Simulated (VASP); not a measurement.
## CsSnI3: from the relaxed cell to its vibrations

What lattice, stiffness and vibrations does CsSnI3 have at one level of theory? The starting structure is a computed structure from the Materials Project. All runs use LDA.

Calculated with VASP 6.6.1; Kohn-Sham DFT with plane waves and PAW; LDA.

## Step 1: Starting point

It takes space group Pm-3m (No. 221, cubic). Conventional cell: a = 6.286 Å, b = 6.286 Å, c = 6.286 Å, α = 90.00°, β = 90.00°, γ = 90.00°. Cs has 12 I at 4.45 Å nearest. Nearest to I lie 2 Sn at 3.14 Å and 4 Cs at 4.45 Å. Nearest to Sn lie 6 I at 3.14 Å. Farther neighbours and most contacts between anions are not listed.

Structure file:

```xyz
5
Lattice="6.2862 0.0000 0.0000 0.0000 6.2862 0.0000 0.0000 0.0000 6.2862" Properties=species:S:1:pos:R:3 pbc="T T T"
Cs    3.1431    3.1431    3.1431
I     0.0000    3.1431    0.0000
I     0.0000    0.0000    3.1431
I     3.1431    0.0000    0.0000
Sn    0.0000    0.0000    0.0000
```

## Step 2: Relaxation

This run starts from the cell of an earlier relaxation, which isn't shown; the restart sets up the plane waves anew.

Input file INCAR:

```
SYSTEM = CsSnI3
PREC = Accurate
ENCUT = 500
EDIFF = 1E-07
NELM = 100
ISMEAR = 0
SIGMA = 0.03
LREAL = .FALSE.
ALGO = Normal
GGA = CA
NBANDS = 28
LORBIT = 11
LWAVE = .FALSE.
LCHARG = .FALSE.
KPAR = 8
IBRION = 2
NSW = 50
ISIF = 3
EDIFFG = -0.002
```

Input file POSCAR:

```
CsSnI3
1.0
    6.0507504277      0.0000000000      0.0000000000
    0.0000000000      6.0507504277      0.0000000000
    0.0000000000      0.0000000000      6.0507504277
Cs I Sn
1 3 1
Direct
    0.5000000000      0.5000000000      0.5000000000
    0.0000000000      0.5000000000      0.0000000000
    0.0000000000      0.0000000000      0.5000000000
    0.5000000000      0.0000000000      0.0000000000
    0.0000000000      0.0000000000      0.0000000000
```

Input file KPOINTS:

```
Automatic mesh
0
Gamma
4 4 4
0 0 0
```

The projector-augmented-wave data sets are Cs_sv, I and Sn_d (LDA family, release 64).

Launch:

```bash
$ mpirun -np 8 vasp_std
```

Output:

```text
[banner, memory and clock lines left out]
running    8 mpi-ranks, on    1 nodes
 distrk:  each k-point on    1 cores,    8 groups
 distr:  one band on    1 cores,    1 groups

 POSCAR found type information on POSCAR CsI Sn
 POSCAR found :  3 types and       5 ions
|                                                                             |
|           W    W    AA    RRRRR   N    N  II  N    N   GGGG   !!!           |
|           W    W   A  A   R    R  NN   N  II  NN   N  G    G  !!!           |
|           W    W  A    A  R    R  N N  N  II  N N  N  G       !!!           |
|           W WW W  AAAAAA  RRRRR   N  N N  II  N  N N  G  GGG   !            |
|           WW  WW  A    A  R   R   N   NN  II  N   NN  G    G                |
|           W    W  A    A  R    R  N    N  II  N    N   GGGG   !!!           |
|                                                                             |
|     For optimal performance we recommend to set                             |
|       NCORE = 2 up to number-of-cores-per-socket                            |
|     NCORE specifies how many cores store one orbital (NPAR=cpu/NCORE).      |
|     This setting can greatly improve the performance of VASP for DFT.       |
|     The default, NCORE=1 might be grossly inefficient on modern             |
|     multi-core architectures or massively parallel machines. Do your        |
|     Unfortunately you need to use the default for GW and RPA                |
|     calculations (for HF NCORE is supported but not extensively tested      |
|     yet).                                                                   |
|                                                                             |

 LDA part: xc-table for (Slater(with rela. corr.)+CA(PZ))
 , standard interpolation
 POSCAR, INCAR and KPOINTS ok, starting setup
 FFT: planning ... GRIDC
 FFT: planning ... GRID_SOFT
 FFT: planning ... GRID
 WAVECAR not read
 entering main loop
       N       E                     dE             d eps       ncg     rms          rms(c)
DAV:   1     0.358868055568E+03    0.35887E+03   -0.17866E+04   560   0.140E+03
DAV:   2     0.296678330990E+02   -0.32920E+03   -0.31786E+03   672   0.300E+02
DAV:   3    -0.142530602935E+02   -0.43921E+02   -0.43566E+02   668   0.122E+02
DAV:   4    -0.161584343951E+02   -0.19054E+01   -0.19004E+01   724   0.296E+01
DAV:   5    -0.162244086822E+02   -0.65974E-01   -0.65967E-01   864   0.519E+00    0.493E+00
DAV:   6    -0.160362710984E+02    0.18814E+00   -0.31778E-01   736   0.314E+00    0.333E+00
DAV:   7    -0.160096965616E+02    0.26575E-01   -0.21610E-01   732   0.201E+00    0.809E-01
DAV:   8    -0.160070122436E+02    0.26843E-02   -0.30663E-02   680   0.115E+00    0.275E-01
DAV:   9    -0.160069920999E+02    0.20144E-04   -0.15455E-03   748   0.260E-01    0.779E-02
DAV:  10    -0.160069872372E+02    0.48627E-05   -0.10025E-04   732   0.506E-02    0.343E-02
DAV:  11    -0.160069832300E+02    0.40072E-05   -0.51727E-05   740   0.405E-02    0.215E-02
DAV:  12    -0.160069826307E+02    0.59927E-06   -0.58866E-06   668   0.109E-02    0.126E-02
DAV:  13    -0.160069824930E+02    0.13773E-06   -0.67110E-07   728   0.415E-03    0.224E-03
DAV:  14    -0.160069824812E+02    0.11804E-07   -0.34738E-07   620   0.470E-03
   1 F= -.16006982E+02 E0= -.16006621E+02  d E =-.160070E+02
 curvature:   0.00 expect dE= 0.000E+00 dE for cont linesearch  0.000E+00
 trial: gam= 0.00000 g(F)=  0.000E+00 g(S)=  0.682E-07 ort = 0.000E+00 (trialstep = 0.100E+01)
 search vector abs. value=  0.683E-07
 reached required accuracy - stopping structural energy minimisation
```

Run time: 15 s. Hardware: 8 MPI ranks of Intel Xeon Platinum 8259CL at 2.50GHz (Skylake/Cascade Lake), shared host; peak memory 2.3 GiB.

The logs omit lines about the potential files and the build; timing stands in the text.

OUTCAR, selected parts (step 2):

```text
ion  position               nearest neighbor table
   1  0.500  0.500  0.500-
   2  0.000  0.500  0.000-   5 3.03   5 3.03
   3  0.000  0.000  0.500-   5 3.03   5 3.03
   4  0.500  0.000  0.000-   5 3.03   5 3.03
   5  0.000  0.000  0.000-   2 3.03   3 3.03   4 3.03   3 3.03   2 3.03   4 3.03

  LATTYP: Found a simple cubic cell.
 ALAT       =     6.0507504277

 Subroutine GETGRP returns: Found 48 space group operations
 (whereof 48 operations were pure point group operations)

The static configuration has the point symmetry O_h .

 Found     10 irreducible k-points:

   k-points           NKPTS =     10   k-points in BZ     NKDIM =     10   number of bands    NBANDS=     28

   dimension x,y,z NGX =    48 NGY =   48 NGZ =   48
   dimension x,y,z NGXF=    96 NGYF=   96 NGZF=   96

   ENCUT  =  500.0 eV  36.75 Ry    6.06 a.u.  11.03 11.03 11.03*2*pi/ulx,y,z

   NELECT =      44.0000    total number of electrons

 k-points in reciprocal lattice and weights: Automatic mesh
   0.00000000  0.00000000  0.00000000       0.016
   0.25000000  0.00000000  0.00000000       0.094
   0.50000000  0.00000000  0.00000000       0.047
   0.25000000  0.25000000  0.00000000       0.188
   0.50000000  0.25000000  0.00000000       0.188
   0.50000000  0.50000000  0.00000000       0.047
   0.25000000  0.25000000  0.25000000       0.125
   0.50000000  0.25000000  0.25000000       0.188
   0.50000000  0.50000000  0.25000000       0.094
   0.50000000  0.50000000  0.50000000       0.016

 average (electrostatic) potential at core
       1 -47.4625       2 -93.5126       3 -93.5126       4 -93.5126       5-104.0119

 E-fermi :   3.5419

 k-point     1 :       0.0000    0.0000    0.0000
  band No.  band energies     occupation
    ...
     18       0.8349      2.00000
     19       0.8349      2.00000
     20       1.0424      2.00000
     21       1.0424      2.00000
     22       1.0424      2.00000
     23       5.1841      0.00000
     24       6.0308      0.00000
     25       6.0308      0.00000
     26       6.4341      0.00000
     27       6.4341      0.00000
    ...

 k-point     2 :       0.2500    0.0000    0.0000
  band No.  band energies     occupation
    ...
     18       0.7058      2.00000
     19       0.7202      2.00000
     20       0.9440      2.00000
     21       0.9440      2.00000
     22       1.0439      2.00000
     23       5.8518      0.00000
     24       6.2965      0.00000
     25       6.5219      0.00000
     26       6.5984      0.00000
     27       6.6559      0.00000
    ...

 k-point     3 :       0.5000    0.0000    0.0000
  band No.  band energies     occupation
    ...
     18       0.5527      2.00000
     19       0.6150      2.00000
     20       0.8761      2.00000
     21       0.8761      2.00000
     22       1.8230      2.00000
     23       4.3802      0.00000
     24       6.9266      0.00000
     25       6.9894      0.00000
     26       7.2422      0.00000
     27       7.3699      0.00000
    ...

  Total        0.0015348      0.0015348      0.0015348      0.0000000      0.0000000     -0.0000000
  in kB        0.0111006      0.0111006      0.0111006      0.0000000      0.0000000     -0.0000000
  external PRESSURE =       0.0111006 kB  Pullay stress =       0.0000000 kB

  energy-cutoff  :      500.00
  volume of cell :      221.53
      direct lattice vectors                 reciprocal lattice vectors
     6.050750428  0.000000000  0.000000000     0.165268757  0.000000000  0.000000000
     0.000000000  6.050750428  0.000000000     0.000000000  0.165268757  0.000000000
     0.000000000  0.000000000  6.050750428     0.000000000  0.000000000  0.165268757

 POSITION                                       TOTAL-FORCE (eV/Angst)
 -----------------------------------------------------------------------------------
      3.02538      3.02538      3.02538         0.000000      0.000000      0.000000
      0.00000      3.02538      0.00000         0.000000      0.000000      0.000000
      0.00000      0.00000      3.02538         0.000000      0.000000      0.000000
      3.02538      0.00000      0.00000         0.000000      0.000000      0.000000
      0.00000      0.00000      0.00000         0.000000      0.000000      0.000000
 -----------------------------------------------------------------------------------
    total drift:                                0.000000     -0.000000      0.000000

  FREE ENERGIE OF THE ION-ELECTRON SYSTEM (eV)
  ---------------------------------------------------
  free  energy   TOTEN  =       -16.0069824812 eV

  energy  without entropy=      -16.0062593619  energy(sigma->0) =      -16.00662092

 reached required accuracy - stopping structural energy minimisation

 total charge
# of ion       s       p       d       tot
------------------------------------------
    1        1.826   4.682   0.017   6.525
    2        1.515   2.787   0.015   4.316
    3        1.515   2.787   0.015   4.316
    4        1.515   2.787   0.015   4.316
    5        1.414   0.703  10.007  12.123
--------------------------------------------------
tot          7.785  13.745  10.067  31.597

[... 3 further parts left out ...]
```

CONTCAR:

```
CsSnI3
   1.00000000000000
     6.0507504276999997    0.0000000000000000    0.0000000000000000
     0.0000000000000000    6.0507504276999997    0.0000000000000000
     0.0000000000000000    0.0000000000000000    6.0507504276999997
  Cs              I               Sn
     1     3     1
Direct
     0.5000000000000000    0.5000000000000000    0.5000000000000000
     0.0000000000000000    0.5000000000000000    0.0000000000000000
     0.0000000000000000    0.0000000000000000    0.5000000000000000
     0.5000000000000000    0.0000000000000000    0.0000000000000000
     0.0000000000000000    0.0000000000000000    0.0000000000000000
```

The run shows no gap at this level; if that holds and bands cross the Fermi level widely, this k-mesh is coarse for it. The run keeps the 48 symmetry operations of its start, so it cannot find a distortion of lower symmetry.

The relaxed cell holds 44.306 Å³ an atom, with a = 6.051 Å (-3.7 % against the database cell). Pressures at 0.985 and 1.015 times this volume, from two more relaxations that aren't shown, give a bulk modulus of 21.0 GPa.

## Step 3: Elastic constants

Input file INCAR:

```
SYSTEM = CsSnI3
PREC = Accurate
ENCUT = 700
EDIFF = 1E-08
NELM = 100
ISMEAR = 0
SIGMA = 0.03
LREAL = .FALSE.
ALGO = Normal
GGA = CA
NBANDS = 28
LORBIT = 11
LWAVE = .FALSE.
LCHARG = .FALSE.
KPAR = 8
IBRION = 6
NFREE = 2
POTIM = 0.015
ISIF = 3
NSW = 1
```

POSCAR is that of step 2.

KPOINTS is that of step 2.

Launch:

```bash
$ mpirun -np 8 vasp_std
```

Output:

```text
[banner, memory and clock lines left out]
running    8 mpi-ranks, on    1 nodes
[...]
[... a notice as in an earlier step ...]

 LDA part: xc-table for (Slater(with rela. corr.)+CA(PZ))
 , standard interpolation
 POSCAR, INCAR and KPOINTS ok, starting setup
[...]
entering main loop
       N       E                     dE             d eps       ncg     rms          rms(c)
DAV:   1     0.394823150800E+03    0.39482E+03   -0.20929E+04   560   0.177E+03
DAV:   2     0.380594116132E+02   -0.35676E+03   -0.34569E+03   636   0.346E+02
DAV:   3    -0.137985861269E+02   -0.51858E+02   -0.51378E+02   668   0.139E+02
DAV:   4    -0.161458110585E+02   -0.23472E+01   -0.23413E+01   704   0.323E+01
[...]
DAV:  13    -0.160071755292E+02    0.17663E-06   -0.77316E-07   744   0.453E-03    0.244E-03
DAV:  14    -0.160071755153E+02    0.13878E-07   -0.47969E-07   712   0.539E-03    0.367E-03
DAV:  15    -0.160071755055E+02    0.97648E-08   -0.33731E-08   616   0.112E-03
   1 F= -.16007176E+02 E0= -.16006814E+02  d E =-.723120E-03
[...]
2 F= -.16001075E+02 E0= -.16001031E+02  d E =-.887991E-04
   3 F= -.15999304E+02 E0= -.15999040E+02  d E =-.528928E-03
   4 F= -.16001075E+02 E0= -.16001031E+02  d E =-.887927E-04
   5 F= -.15999304E+02 E0= -.15999040E+02  d E =-.528928E-03
   6 F= -.16001075E+02 E0= -.16001031E+02  d E =-.887927E-04
   7 F= -.15999304E+02 E0= -.15999040E+02  d E =-.528928E-03
   8 F= -.16006626E+02 E0= -.16006312E+02  d E =-.628455E-03
   9 F= -.16006626E+02 E0= -.16006312E+02  d E =-.628557E-03
  10 F= -.16006626E+02 E0= -.16006312E+02  d E =-.628500E-03
  11 F= -.16006626E+02 E0= -.16006312E+02  d E =-.628542E-03
  12 F= -.16006626E+02 E0= -.16006312E+02  d E =-.628500E-03
  13 F= -.16006626E+02 E0= -.16006312E+02  d E =-.628541E-03
  14 F= -.16007173E+02 E0= -.16006812E+02  d E =-.723120E-03
  15 F= -.16007173E+02 E0= -.16006811E+02  d E =-.723120E-03
  16 F= -.16007187E+02 E0= -.16006826E+02  d E =-.722564E-03
  17 F= -.16007187E+02 E0= -.16006826E+02  d E =-.722560E-03
  18 F= -.16007016E+02 E0= -.16006656E+02  d E =-.719833E-03
  19 F= -.16007016E+02 E0= -.16006656E+02  d E =-.719833E-03
  20 F= -.16007059E+02 E0= -.16006698E+02  d E =-.723018E-03
  21 F= -.16007059E+02 E0= -.16006698E+02  d E =-.723017E-03
 Finite differences progress:
  Degree of freedom:  10/ 10
  Displacement:        2/  2
  Total:              20/ 20
```

The job ended after 11 min (8 MPI ranks; peak memory 5.7 GiB).

OUTCAR, selected parts (step 3):

```text
  Total        0.0144247      0.0142975      0.0142975      0.0000000      0.0000000      0.0000000
  in kB        0.1043251      0.1034054      0.1034054      0.0000000      0.0000000      0.0000000
  external PRESSURE =       0.1037119 kB  Pullay stress =       0.0000000 kB

 POSITION                                       TOTAL-FORCE (eV/Angst)
 -----------------------------------------------------------------------------------
      3.02538      3.02538      3.02538        -0.000837     -0.000000      0.000000
      0.00000      3.02538      0.00000         0.002197     -0.000000      0.000000
      0.00000      0.00000      3.02538         0.002197     -0.000000      0.000000
      3.02538      0.00000      0.00000        -0.018984     -0.000000      0.000000
     -0.01500      0.00000      0.00000         0.015427      0.000000     -0.000000
 -----------------------------------------------------------------------------------
    total drift:                                0.000118     -0.000000     -0.000000

  FREE ENERGIE OF THE ION-ELECTRON SYSTEM (eV)
  ---------------------------------------------------
  free  energy   TOTEN  =       -16.0070594614 eV

  energy  without entropy=      -16.0063364439  energy(sigma->0) =      -16.00669795

[... 1 part as in an earlier step ...]

[... 2 further parts left out ...]
[key lines of the parts left out:]
E-fermi :   3.5426
```

This run isn't used: elastic constants of a metal on too coarse a mesh.

The last energy, forces and stress in OUTCAR belong to the last displaced cell, not to that of POSCAR.

## Step 4: Modes of the relaxed cell

Input file INCAR:

```
SYSTEM = CsSnI3
PREC = Accurate
ENCUT = 500
EDIFF = 1E-08
NELM = 100
ISMEAR = 0
SIGMA = 0.03
LREAL = .FALSE.
ALGO = Normal
GGA = CA
NBANDS = 28
LORBIT = 11
LWAVE = .FALSE.
LCHARG = .FALSE.
KPAR = 8
IBRION = 8
LEPSILON = .TRUE.
LPEAD = .TRUE.
ISIF = 2
```

POSCAR is that of step 3.

Input file KPOINTS:

```
Automatic mesh
0
Gamma
6 6 6
0 0 0
```

Launch:

```bash
$ mpirun -np 8 vasp_std
```

Output:

```text
[... set-up lines as in an earlier step ...]
 entering main loop
       N       E                     dE             d eps       ncg     rms          rms(c)
DAV:   1     0.347378448940E+03    0.34738E+03   -0.17627E+04  1120   0.138E+03
DAV:   2     0.271516341073E+02   -0.32023E+03   -0.30917E+03  1328   0.295E+02
DAV:   3    -0.144299209352E+02   -0.41582E+02   -0.41074E+02  1360   0.119E+02
DAV:   4    -0.162356888542E+02   -0.18058E+01   -0.18027E+01  1420   0.286E+01
[...]
DAV:  15    -0.160921315035E+02    0.10813E-07   -0.67984E-08  1316   0.136E-03    0.257E-03
DAV:  16    -0.160921314914E+02    0.12184E-07   -0.57517E-08  1380   0.182E-03    0.256E-04
DAV:  17    -0.160921314916E+02   -0.22510E-09   -0.30168E-09   776   0.291E-04
   1 F= -.16092131E+02 E0= -.16092024E+02  d E =-.214274E-03
 Linear response reoptimize wavefunctions to high precision
DAV:   1    -0.160921314918E+02   -0.24738E-09   -0.47758E-10   748   0.172E-04
DAV:   2    -0.160921314919E+02   -0.15461E-10   -0.17602E-10   764   0.911E-05
 Linear response to external field (no local field effect), progress :
[...]
RMM:  13    -0.910192624086E-01    0.10451E-08    0.56814E-08  3454   0.248E-05    0.285E-07
 first order change of Fermi-energy   0.12927E-02
 force on displaced ion       2 direction 2 :   0.000  -2.137  -0.000
 Born effective charge ion    2 direction 2 :   0.000   8.698   0.000
 Linear response progress:
  Degree of freedom:   4/  4
       N       E                     dE             d eps       ncg     rms          rms(c)
RMM:   1    -0.222942443019E+00   -0.22294E+00    0.35678E-01  2878   0.853E+00
RMM:   2    -0.227904745356E+00   -0.49623E-02   -0.16257E-02  3820   0.593E-01    0.121E-01
RMM:   3    -0.227695575286E+00    0.20917E-03   -0.10751E-03  4204   0.156E-01    0.722E-02
RMM:   4    -0.227398892293E+00    0.29668E-03   -0.11886E-04  4236   0.547E-02    0.111E-02
[...]
RMM:  12    -0.227427707117E+00    0.64984E-08   -0.11978E-07  4459   0.893E-05    0.624E-06
RMM:  13    -0.227427688611E+00    0.18506E-07   -0.63056E-08  4465   0.576E-05    0.474E-06
RMM:  14    -0.227427688992E+00   -0.38088E-09   -0.64335E-08  4162   0.410E-05    0.505E-06
 first order change of Fermi-energy  -0.56235E-03
 force on displaced ion       5 direction 1 :  -1.426   0.000  -0.000
 Born effective charge ion    5 direction 1 :   6.793   0.000   0.000
 Born effective charges drift removed
 Linear response finished
```

Run time: 5.7 min. Hardware: 8 MPI ranks; peak memory 9 GiB; 45 min of CPU time.

From OUTCAR (step 4):

```text
  Total       -0.2019975     -0.2019975     -0.2019975     -0.0000000      0.0000000     -0.0000000
  in kB       -1.4609280     -1.4609280     -1.4609280     -0.0000000      0.0000000     -0.0000000
  external PRESSURE =      -1.4609280 kB  Pullay stress =       0.0000000 kB

 MACROSCOPIC STATIC DIELECTRIC TENSOR (including local field effects in DFT)
 ------------------------------------------------------
           1.000000     0.000000     0.000000
           0.000000     1.000000     0.000000
           0.000000     0.000000     1.000000
 ------------------------------------------------------

 MACROSCOPIC STATIC DIELECTRIC TENSOR IONIC CONTRIBUTION
 ------------------------------------------------------
         643.126792    -0.000000     0.000000
          -0.000000   643.126792    -0.000000
           0.000000    -0.000000   643.126792
 ------------------------------------------------------

[... 2 parts as in an earlier step ...]

[... 1 further part left out ...]
```

The dielectric tensor of 1.00 in OUTCAR stands for a response that wasn't computed and is no result.

The zone-centre modes at 44.306 Å³ an atom are T1u (3) 85.6, T1u (2) 31.6, T2u 18.4, T1u (1) 2.8 cm⁻¹.

[end of part 1 of 2]

[Lines on the potential files, build, host, timing and source positions are cut from VASP's logs without a mark.]

[Logs are printed without paths, hosts, clocks, repeated set-up lines and the standing remarks that a program may print on its own settings, such as how far it seeks lower states.]

[Hosts, paths, dates, database ids (printed as entryN), source tags and the programs' standing remarks are cut or masked in the printed files.]
